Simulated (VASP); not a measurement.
All values below come from LDA (Ceperley-Alder, Perdew-Zunger), VASP's LDA PAW potentials (set 64) (plane waves; VASP).

Input for VASP

File POSCAR:
```
CsSnI3
1.0
  6.0248982757   0.0000000000   0.0000000000
  0.0000000000   6.0248982757   0.0000000000
  0.0000000000   0.0000000000   6.0248982757
Cs Sn I
1 1 3
Cart
  3.0124491379   3.0124491379   3.0124491379
  0.0000000000   0.0000000000   0.0000000000
  3.0124491379   0.0000000000   0.0000000000
  0.0000000000   3.0124491379   0.0000000000
  0.0000000000   0.0000000000   3.0124491379
```

KPOINTS:
```
Regular mesh
0
Gamma
 4 4 4
```

### INCAR
```
SYSTEM=CsSnI3
PREC=Accurate; ENCUT=400; LREAL=F
LASPH=T
EDIFF=1E-8; NELM=100; ALGO=Normal
LMAXMIX=4
ISMEAR=0; SIGMA=0.05
IBRION=1; NSW=30; ISIF=2
EDIFFG=-0.001
LWAVE=F; LCHARG=F
```

POTCAR, in this order: Cs_sv Sn_d I (LDA.64 set). Program: vasp_std.

### Question
What will the output report for the number of irreducible k-points (NKPTS), largest plane-wave count, number of space-group operations, FFT grid (NGX, NGY, NGZ)?

### Answer

The number of irreducible k-points (NKPTS) is 10. The largest plane-wave count is 4012, the number of space-group operations is 48 and the FFT grid (NGX, NGY, NGZ) is 40 × 40 × 40.

The structure comes from a computed database's CsSnI3 entry (Pm-3m); how it stands against other phases isn't given here. It was relaxed first, which changed the volume by -12 %. The start is the result of an earlier pass.
